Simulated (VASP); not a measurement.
# LiW16 (a cell with a defect) in VASP: a series of runs

Runs on LiW16 (a cell with a defect). Level: LDA. Tasks: single point.

All numbers are computed with VASP 6.6.1; they aren't measurements. Logs are shortened: lines on timing, memory, paths and dates and some standing lists are left out, and cuts for length are marked.

**1. Starting point**

The cell holds a defect, 17 atoms: a = 6.320 Å, b = 6.320 Å, c = 6.320 Å, α = 90.00°, β = 90.00°, γ = 90.00°.

The cell was built by a generator and needn't be a form met in nature.

**2. Single point, LDA**

INCAR reads:

```
PREC = Accurate
ENCUT = 520
EDIFF = 1E-6
ISMEAR = -1
SIGMA = 0.05
LREAL = Auto
LASPH = T
NELM = 100
ALGO = Fast
ISIF = 2
LWAVE = F
LCHARG = T
GGA = CA
LELF = T
LVHAR = T
NBANDS = 128
```

KPOINTS reads:

```
Automatic mesh
0
Gamma
  2 2 2
```

POSCAR reads:

```
LiW16
1.0
    6.3200000000      0.0000000000      0.0000000000
    0.0000000000      6.3200000000      0.0000000000
    0.0000000000      0.0000000000      6.3200000000
W Li
16 1
Direct
   -0.0016919383      0.0097337187      0.0048685529
    0.5113002279      0.0168384306     -0.0046812399
    0.0015174138      0.5078192954      0.0133393645
   -0.0005075185      0.0054059458      0.5054608849
    0.2467711717      0.2630289078      0.2581626301
    0.5044458777      0.5037957949      0.0026497089
    0.4983055163      0.0056685050      0.5046035205
    0.7439476065      0.2517088022      0.2533066115
   -0.0462283692      0.4554983319      0.5428126181
    0.2924283204      0.7947299967      0.2026775363
    0.2492720529      0.2559845434      0.7588470534
    0.4949196299      0.5069810557      0.5043059176
    0.7555300964      0.7532500068      0.2579688700
    0.7377401416      0.2449001030      0.7652134191
    0.2502113225      0.7567041493      0.7570040646
    0.7507855417      0.7548234944      0.7565366410
    0.1329825066      0.6590062184      0.4160415466
```

Potentials or basis: VASP PAW LDA potentials, release 64 (W_sv, Li_sv).

The run is started by

```bash
cat potpaw_LDA.64/W_sv/POTCAR potpaw_LDA.64/Li_sv/POTCAR > POTCAR
mpirun -np 1 vasp_std > vasp.out
```

OUTCAR:

```text
PREC = Accurate
   ENCUT = 520
   EDIFF = 1E-6
   ISMEAR = -1
   LREAL = Auto
   LASPH = T
   NELM = 100
   ISIF = 2
   GGA = CA

 ion  position               nearest neighbor table
   1  0.998  0.010  0.005-  10 2.62  14 2.69  11 2.71   8 2.72  16 2.74  13 2.75  15 2.75   5 2.76
                             2 3.08   3 3.15   4 3.16   4 3.16   3 3.17   2 3.24
   2  0.511  0.017  0.995-  10 2.37  14 2.50   8 2.65  11 2.69  16 2.70  15 2.77  13 2.81   5 2.82
                             6 3.08   1 3.08   7 3.10   7 3.22   1 3.24   6 3.24
   3  0.002  0.508  0.013-   5 2.68  13 2.69  15 2.75   8 2.75  11 2.75  16 2.75  14 2.83  17 2.84
                            10 2.85   9 3.01   6 3.14   1 3.15   1 3.17   6 3.18   9 3.38
   4  0.999  0.005  0.505-  17 2.41  13 2.71  16 2.74  15 2.74   5 2.75  11 2.75   8 2.75  14 2.78
                             9 2.87  10 2.98   7 3.15   1 3.16   1 3.16   7 3.17
   5  0.247  0.263  0.258-   3 2.68  12 2.69   4 2.75   6 2.75   1 2.76   7 2.76  17 2.79   2 2.82
                             9 2.85  10 2.99   8 3.14  11 3.16  11 3.16   8 3.18  10 3.39
   6  0.504  0.504  0.003-  10 2.60  14 2.67   8 2.71  16 2.71  11 2.73  15 2.75   5 2.75  13 2.76
                             2 3.08   3 3.14  12 3.15  12 3.17   3 3.18   2 3.24
   7  0.498  0.006  0.505-  10 2.67  14 2.70   8 2.71  15 2.73  11 2.75  16 2.76   5 2.76  13 2.76
                             2 3.10  12 3.15   4 3.15   4 3.17  12 3.17   2 3.22
   8  0.744  0.252  0.253-   9 2.60   2 2.65   6 2.71   7 2.71   1 2.72   3 2.75   4 2.75  12 2.76
                            14 3.09   5 3.14  13 3.15  13 3.17   5 3.18  14 3.24
   9  0.954  0.455  0.543-  17 1.89  14 2.37   8 2.60  11 2.63  16 2.65   5 2.85   4 2.87  13 2.89
                            12 2.93  15 2.99   3 3.01   3 3.38  12 3.44
  10  0.292  0.795  0.203-  17 1.89   2 2.37   6 2.60   1 2.62   7 2.67  15 2.84   3 2.85  12 2.93
                            13 2.96   4 2.98   5 2.99   5 3.39  13 3.42
  11  0.249  0.256  0.759-   9 2.63   2 2.69   1 2.71   6 2.73  12 2.74   7 2.75   4 2.75   3 2.75
                            14 3.09  15 3.16   5 3.16  15 3.16   5 3.16  14 3.23
  12  0.495  0.507  0.504-  17 2.54   5 2.69  15 2.73  11 2.74  13 2.75   8 2.76  16 2.76  14 2.80
                             9 2.93  10 2.93   6 3.15   7 3.15   7 3.17   6 3.17   9 3.44
  13  0.756  0.753  0.258-  17 2.65   3 2.69   4 2.71   1 2.75  12 2.75   6 2.76   7 2.76   2 2.81
                             9 2.89  10 2.96  16 3.15   8 3.15  16 3.17   8 3.17  10 3.42
  14  0.738  0.245  0.765-   9 2.37   2 2.50   6 2.67   1 2.69   7 2.70   4 2.78  12 2.80   3 2.83
                             8 3.09  11 3.09  16 3.10  16 3.22  11 3.23   8 3.24
  15  0.250  0.757  0.757-  17 2.36  12 2.73   7 2.73   4 2.74   1 2.75   6 2.75   3 2.75   2 2.77
                            10 2.84   9 2.99  11 3.16  16 3.16  16 3.16  11 3.16
  16  0.751  0.755  0.757-   9 2.65   2 2.70   6 2.71   4 2.74   1 2.74   3 2.75   7 2.76  12 2.76
                            14 3.10  13 3.15  15 3.16  15 3.16  13 3.17  14 3.22
  17  0.133  0.659  0.416-  10 1.89   9 1.89  15 2.36   4 2.41  12 2.54  13 2.65   5 2.79   3 2.84

  LATTYP: Found a simple cubic cell.
 ALAT       =     6.3200000000

  Lattice vectors:

 A1 = (   6.3200000000,   0.0000000000,   0.0000000000)
 A2 = (   0.0000000000,   6.3200000000,   0.0000000000)
 A3 = (   0.0000000000,   0.0000000000,   6.3200000000)

Analysis of symmetry for initial positions (statically):
=====================================================================
 Subroutine PRICEL returns:
 Original cell was already a primitive cell.

 Routine SETGRP: Setting up the symmetry group for a
 simple cubic supercell.

 Subroutine GETGRP returns: Found  1 space group operations
 (whereof  1 operations were pure point group operations)
 out of a pool of 48 trial point group operations.

The static configuration has the point symmetry C_1 .

Analysis of symmetry for dynamics (positions and initial velocities):
=====================================================================
 Subroutine PRICEL returns:
 Original cell was already a primitive cell.

 Routine SETGRP: Setting up the symmetry group for a
 simple cubic supercell.

 Subroutine GETGRP returns: Found  1 space group operations
 (whereof  1 operations were pure point group operations)
 out of a pool of 48 trial point group operations.

The dynamic configuration has the point symmetry C_1 .

 Subroutine INISYM returns: Found  1 space group operations
 (whereof  1 operations are pure point group operations),
 and found     1 'primitive' translations

----------------------------------------------------------------------------------------

                                     Primitive cell

  volume of cell :     252.4360

  direct lattice vectors                    reciprocal lattice vectors
     6.320000000  0.000000000  0.000000000     0.158227848  0.000000000  0.000000000
     0.000000000  6.320000000  0.000000000     0.000000000  0.158227848  0.000000000
     0.000000000  0.000000000  6.320000000     0.000000000  0.000000000  0.158227848

  length of vectors
     6.320000000  6.320000000  6.320000000     0.158227848  0.158227848  0.158227848

  position of ions in fractional coordinates (direct lattice)
     0.998308062  0.009733719  0.004868553
     0.511300228  0.016838431  0.995318760
     0.001517414  0.507819295  0.013339364
     0.999492481  0.005405946  0.505460885
     0.246771172  0.263028908  0.258162630
     0.504445878  0.503795795  0.002649709
[... 9 lines left out ...]
     0.750785542  0.754823494  0.756536641
     0.132982507  0.659006218  0.416041547

  ion indices of the primitive-cell ions
   primitive index   ion index
                 1           1
                 2           2
                 3           3
                 4           4
                 5           5
                 6           6
[... 9 lines left out ...]
                16          16
                17          17

----------------------------------------------------------------------------------------

 KPOINTS: Automatic mesh

Automatic generation of k-mesh.
 Grid dimensions read from file:
 generate k-points for:    2    2    2

 Generating k-lattice:

  Cartesian coordinates                     Fractional coordinates (reciprocal lattice)
     0.079113924  0.000000000  0.000000000     0.500000000  0.000000000  0.000000000
     0.000000000  0.079113924  0.000000000     0.000000000  0.500000000  0.000000000
     0.000000000  0.000000000  0.079113924     0.000000000  0.000000000  0.500000000

  Length of vectors
     0.079113924  0.079113924  0.079113924

  Shift w.r.t. Gamma in fractional coordinates (k-lattice)
     0.000000000  0.000000000  0.000000000

 Subroutine IBZKPT returns following result:
 ===========================================

 Found      8 irreducible k-points:

 Following reciprocal coordinates:
            Coordinates               Weight
  0.000000  0.000000  0.000000      1.000000
  0.500000  0.000000  0.000000      1.000000
  0.000000  0.500000  0.000000      1.000000
  0.000000  0.000000  0.500000      1.000000
  0.500000  0.500000  0.000000      1.000000
  0.000000  0.500000  0.500000      1.000000
  0.500000  0.000000  0.500000      1.000000
  0.500000  0.500000  0.500000      1.000000
   k-points           NKPTS =      8   k-points in BZ     NKDIM =      8   number of bands    NBANDS=    128
   number of dos      NEDOS =    301   number of ions     NIONS =     17
   total plane-waves  NPLWV = 110592
   dimension x,y,z NGX =    48 NGY =   48 NGZ =   48
   dimension x,y,z NGXF=    96 NGYF=   96 NGZF=   96
   ions per type =              16   1
   NGX,Y,Z   is equivalent  to a cutoff of  12.63, 12.63, 12.63 a.u.
   NGXF,Y,Z  is equivalent  to a cutoff of  25.25, 25.25, 25.25 a.u.
 SYSTEM =  unknown system
   PREC   = accura    normal or accurate (medium, high low for compatibility)
   ISTART =      0    job   : 0-new  1-cont  2-samecut
   ICHARG =      2    charge: 1-file 2-atom 10-const
   ISPIN  =      1    spin polarized calculation?
   LNONCOLLINEAR =      F non collinear calculations
   LSORBIT =      F    spin-orbit coupling
   LASPH  =      T    aspherical Exc in radial PAW
   ENCUT  =  520.0 eV  38.22 Ry    6.18 a.u.  11.75 11.75 11.75*2*pi/ulx,y,z
   NELM   =    100;   NELMIN=  2; NELMDL= -5     # of ELM steps
   EDIFF  = 0.1E-05   stopping-criterion for ELM
   LREAL  =      T    real-space projection
   EDIFFG = 0.1E-04   stopping-criterion for IOM
   NSW    =      0    number of steps for IOM
   IBRION =     -1    ionic relax: 0-MD 1-quasi-New 2-CG
   NFREE  =      0    steps in history (QN), initial steepest desc. (CG)
   ISIF   =      2    stress and relaxation
   ISYM   =      2    0-nonsym 1-usesym 2-fastsym
   POTIM  = 0.5000    time-step for ionic-motion
   TEBEG  =    0.0;   TEEND  =   0.0 temperature during run
   PSTRESS=    0.0 pullay stress
   NELECT =     227.0000    total number of electrons
   NUPDOWN=      -1.0000    fix difference up-down
   EMIN   =  10.00;   EMAX   =-10.00  energy-range for DOS
   EFERMI =   0.00;   METHOD = LEGACY
   ISMEAR =    -1;   SIGMA  =   0.05  broadening in eV -4-tet -1-fermi 0-gaus
   EFERMI_NEDOS =   21; number of points for ismear=-14 and -15
   IALGO  =     68    algorithm
   IMIX   =      4    mixing-type and parameters
     AMIX     =   0.40;   BMIX     =  1.00
     AMIX_MAG =   1.60;   BMIX_MAG =  1.00
  volume/ion in A,a.u.               =      14.85       100.21
  Fermi-wavevector in a.u.,A,eV,Ry     =   1.580155  2.986060 33.972251  2.496890
  Thomas-Fermi vector in A             =   2.680426
   LORBIT       =      0    0 simple, 1 ext, 2 COOP (PROOUT), +10 PAW based schemes
   GGA     = CA    functional components
   LHFCALC =     F    Hartree Fock is set to
   AEXX    =    0.0000 exact exchange contribution
   IVDW    =     0    specifies the selected vdW correction
   LEPSILON=     F    determine dielectric tensor
   LRPA    =     F    only Hartree local field effects (RPA)
 non-spin polarized calculation
 RMM-DIIS sequential band-by-band and
  energy-cutoff  :      520.00
  volume of cell :      252.44
 maximum number of plane-waves:      6859
 NGX is ok and might be reduce to    48
   NGX = 23   NGY = 23   NGZ = 23

 number of electron     227.0000004 magnetization

 Free energy of the ion-electron system (eV)
  ---------------------------------------------------
  ext. energy  EPLUGINS =         0.00000000
  ---------------------------------------------------
  free energy    TOTEN  =      -221.41836865 eV

  energy without entropy =     -221.33626505  energy(sigma->0) =     -221.37731685

 E-fermi :  11.3732     XC(G=0): -13.9024

 val. band max:       11.3665724318   @ k =   0.0000   0.5000   0.0000
 cond. band min:      11.3759135582   @ k =   0.0000   0.0000   0.0000
 fundamental gap:      0.0093411263
 Fermi energy:        11.3732083874

 k-point     1 :       0.0000    0.0000    0.0000
  band No.  band energies     occupation
      1     -62.1115      2.00000
      2     -61.9943      2.00000
      3     -61.9918      2.00000
      4     -61.9476      2.00000
      5     -61.9451      2.00000
      6     -61.9294      2.00000
[... 117 lines left out ...]
    124      13.1977      0.00000
    125      13.4526      0.00000

 k-point     2 :       0.5000    0.0000    0.0000
  band No.  band energies     occupation
      1     -62.0988      2.00000
      2     -62.0167      2.00000
      3     -61.9777      2.00000
      4     -61.9746      2.00000
      5     -61.9393      2.00000
      6     -61.9306      2.00000
[... 885 lines left out ...]
    124      13.8737      0.00000
    125      13.8978      0.00000
 [bands above 125 left out]

------------------------ aborting loop because EDIFF is reached ----------------------------------------

  FORCE on cell =-STRESS in cart. coord.  units (eV):
  Direction    XX          YY          ZZ          XY          YZ          ZX
  --------------------------------------------------------------------------------------
  -------------------------------------------------------------------------------------
  Total       10.2923147     10.9473393     11.1967378      8.9215008     -8.6944260     -8.8434449
  in kB       65.3239453     69.4812988     71.0641976     56.6235724    -55.1823592    -56.1281622
  external PRESSURE =      68.6231472 kB  Pullay stress =       0.0000000 kB

 VOLUME and BASIS-vectors are now :
 -----------------------------------------------------------------------------
  energy-cutoff  :      520.00
  volume of cell :      252.44
      direct lattice vectors                 reciprocal lattice vectors
     6.320000000  0.000000000  0.000000000     0.158227848  0.000000000  0.000000000
     0.000000000  6.320000000  0.000000000     0.000000000  0.158227848  0.000000000
     0.000000000  0.000000000  6.320000000     0.000000000  0.000000000  0.158227848

 POSITION                                       TOTAL-FORCE (eV/Angst)
 -----------------------------------------------------------------------------------
      6.30931      0.06152      0.03077        -0.019082     -0.002728     -0.028189
      3.23142      0.10642      6.29041         0.043598     -0.006119     -0.042769
      0.00959      3.20942      0.08430         0.041330      0.051417     -0.063342
      6.31679      0.03417      3.19451        -0.035666     -0.067699      0.058149
      1.55959      1.66234      1.63159        -0.024410     -0.029100      0.023150
      3.18810      3.18399      0.01675         0.011117     -0.037016      0.027984
[... 9 lines left out ...]
      4.74496      4.77048      4.78131        -0.065231      0.017280     -0.009127
      0.84045      4.16492      2.62938        -0.000110      0.041855      0.045406
 -----------------------------------------------------------------------------------
    total drift:                               -0.002047      0.000696     -0.005317

  FREE ENERGIE OF THE ION-ELECTRON SYSTEM (eV)
  ---------------------------------------------------
  free  energy   TOTEN  =      -221.4183686460 eV

  energy  without entropy=     -221.3362650524  energy(sigma->0) =     -221.37731685
```

Wall time 17 min (1 thread of Intel Xeon Platinum 8488C (Sapphire Rapids), shared host); peak memory 0.34 GiB.

Results:

```yaml
Free_energy: -221.4184 eV
Largest_force: 0.096 eV/Å
Band_gap_on_the_k_mesh: none (metal or under the smearing width)
```

Forces in eV/Å, atoms in the order of the input:
```
W   -0.019 -0.003 -0.028
W    0.044 -0.006 -0.043
W    0.041  0.051 -0.063
W   -0.036 -0.068  0.058
W   -0.024 -0.029  0.023
W    0.011 -0.037  0.028
W    0.033 -0.005  0.016
W    0.047  0.040 -0.010
W   -0.006  0.022  0.003
W   -0.020 -0.016  0.026
W    0.009 -0.035 -0.055
W   -0.031  0.004  0.006
W    0.013  0.008 -0.009
W   -0.033 -0.020  0.017
W    0.037  0.034 -0.005
W   -0.065  0.017 -0.009
Li   0.000  0.042  0.045
```

Caveat: the k mesh is coarse (spacing up to 0.50 Å⁻¹), so the values aren't converged; the cutoff is under 1.25 times the usual one of these potentials, so pressure, stress and relaxed cells hold a basis-set (Pulay) error. Spin-orbit coupling is left out, which matters for the levels of W.

**3. Single point, LDA**

INCAR reads:

```
PREC     = Accurate       # precision mode
ENCUT    = 520            # plane-wave cutoff, eV
EDIFF    = 1E-6           # SCF threshold, eV
ISMEAR   = -1             # smearing method
SIGMA    = 0.05           # smearing width, eV
LREAL    = Auto         
LASPH    = T              # aspherical terms in the spheres
NELM     = 100            # most SCF steps
ALGO     = Fast           # electronic algorithm
ISIF     = 2              # what is computed and relaxed
LWAVE    = F              # write WAVECAR
LCHARG   = F              # write CHGCAR
NBANDS   = 128            # bands
```

KPOINTS is that of step 2.

POSCAR reads:

```
LiW16
1.0
    6.3200000000      0.0000000000      0.0000000000
    0.0000000000      6.3200000000      0.0000000000
    0.0000000000      0.0000000000      6.3200000000
W Li
16 1
Direct
    0.0042088608      0.0038765823      0.0147943038
    0.5207436709      0.0117405063     -0.0053164557
    0.0005537975      0.5099525316     -0.0004588608
    0.0001265823      0.0137183544      0.5208069620
    0.2328955696      0.2450316456      0.2635443038
    0.4838924051      0.4899683544      0.0038291139
    0.5006012658      0.0145253165      0.4906487342
    0.7512025316      0.2632594937      0.2402848101
   -0.0518987342      0.4550949367      0.5376582278
    0.2875949367      0.7968987342      0.2249050633
    0.2554272152      0.2438607595      0.7671044304
    0.4988924051      0.5115189873      0.5003322785
    0.7583702532      0.7667405063      0.2494936709
    0.7420253165      0.2623892405      0.7685126582
    0.2469936709      0.7442246835      0.7550949367
    0.7581803797      0.7539398734      0.7528164557
    0.1049050633      0.6631645570      0.3899683544
```

Potentials or basis: VASP PAW LDA potentials, release 64 (W_sv, Li_sv).

The run is started by

```bash
cat potpaw_LDA.64/W_sv/POTCAR potpaw_LDA.64/Li_sv/POTCAR > POTCAR
mpirun -np 1 vasp_std > vasp.out
```

It took 16 min on 1 thread of Intel Xeon 6975P-C (Granite Rapids), shared host; peak memory 0.36 GiB.

Results (log left out):

```
Free energy            : -220.0376 eV
Largest force          : 4.605 eV/Å
Band gap on the k mesh : none (metal or under the smearing width)
```

Forces in eV/Å, atoms in the order of the input:
```
W   -0.379  0.432 -1.368
W   -1.223 -0.910 -0.036
W    0.075 -0.154  1.453
W   -0.277 -1.010 -0.557
W    1.291  2.301 -0.140
W    1.192  1.677  0.037
W    0.730 -0.161  1.908
W   -1.017 -0.605  0.951
W    1.808  0.426 -0.122
W    3.446  0.661 -2.982
W   -0.544  0.497 -1.024
W   -1.091 -0.112 -0.275
W   -0.668 -0.715  0.407
W   -1.194 -2.608  0.336
W    0.821  0.761 -0.296
W   -1.354  0.737  0.104
Li  -1.619 -1.219  1.605
```

Levels at points of the mesh, in eV from the Fermi level:
```tsv
k point	band 111	band 112	band 113	band 114	band 115	band 116
(0.00, 0.00, 0.00)	-0.12	-0.04	0.18	0.49	0.76	0.78
(0.50, 0.00, 0.00)	-0.60	-0.45	-0.02	0.15	0.32	0.56
(0.00, 0.50, 0.00)	-0.69	-0.41	-0.08	-0.01	0.50	0.60
(0.00, 0.00, 0.50)	-0.64	-0.41	-0.14	0.08	0.31	0.52
(0.50, 0.50, 0.00)	-0.66	-0.55	-0.34	-0.20	-0.08	0.27
(0.00, 0.50, 0.50)	-0.67	-0.47	-0.31	-0.21	-0.03	0.44
(0.50, 0.00, 0.50)	-0.65	-0.45	-0.36	-0.19	-0.09	0.48
(0.50, 0.50, 0.50)	-1.99	-1.88	-1.56	0.64	1.22	1.40
```

Caveat: the k mesh is coarse (spacing up to 0.50 Å⁻¹), so the values aren't converged; the cutoff is under 1.25 times the usual one of these potentials, so pressure, stress and relaxed cells hold a basis-set (Pulay) error.

[end of part 1 of 2]
